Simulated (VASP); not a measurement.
Method: r2SCAN meta-GGA, VASP's PBE PAW potentials (set 64) (plane waves; VASP). Each cell was relaxed at this level, without spin-orbit coupling.

Q: Which of these comes out without a gap?
(A) PbS, Fm-3m (225)
(B) SnSe2, P-3m1 (164)
(C) ZrB2, P6/mmm (191)
(D) AlN, P6_3mc (186)

A: C, ZrB2, P6/mmm (191). The others have gaps of 0.70 eV (PbS, Fm-3m (225)), 4.93 eV (AlN, P6_3mc (186)), 1.02 eV (SnSe2, P-3m1 (164)).
